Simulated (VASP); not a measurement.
Input of a VASP 6.6.1 run:

Contents of INCAR:

```
PREC     = Accurate       # precision mode
ENCUT    = 600            # plane-wave cutoff, eV
EDIFF    = 1E-6           # SCF threshold, eV
ISMEAR   = -1             # smearing method
SIGMA    = 0.05           # smearing width, eV
LREAL    = False          # projectors in reciprocal space
LASPH    = True           # aspherical terms in the spheres
NELM     = 80             # most SCF steps
ALGO     = Normal         # electronic algorithm
ISIF     = 3              # what is computed and relaxed
LWAVE    = False          # write WAVECAR
LCHARG   = False          # write CHGCAR
GGA      = PE             # functional
IBRION   = 2              # ionic algorithm
NSW      = 40             # ionic steps
EDIFFG   = -0.01          # ionic threshold
```

File KPOINTS:

```
Automatic mesh
0
Gamma
  8 8 8
```

Contents of POSCAR:

```
WAu
1.0
    0.0000000000      2.7479792600      2.7479792600
    2.7479792600      0.0000000000      2.7479792600
    2.7479792600      2.7479792600      0.0000000000
W Au
1 1
Direct
    0.0000000000      0.0000000000      0.0000000000
    0.7500000000      0.7500000000      0.7500000000
```

Potentials or basis: VASP PAW PBE potentials, release 64 (W_sv, Au).

Command:

```console
$ cat potpaw_PBE.64/W_sv/POTCAR potpaw_PBE.64/Au/POTCAR > POTCAR
$ mpirun -np 1 vasp_std > vasp.out
```

(1) What does it give for the relaxed cell?

(2) What does it give for the space group after relaxing (to 0.05 Å)?

(3) Predict the relaxed volume.

(4) Estimate the band gap on the k mesh.

Answers

(1) a = 4.116 Å, b = 4.116 Å, c = 4.116 Å, α = 60.00°, β = 60.00°, γ = 60.00°.

(2) F-43m (No. 216).

(3) 24.65 Å³/atom.

(4) none (metal or under the smearing width).

Caveat: the volume moved by over 15 % at a fixed basis, so the end points are rough.
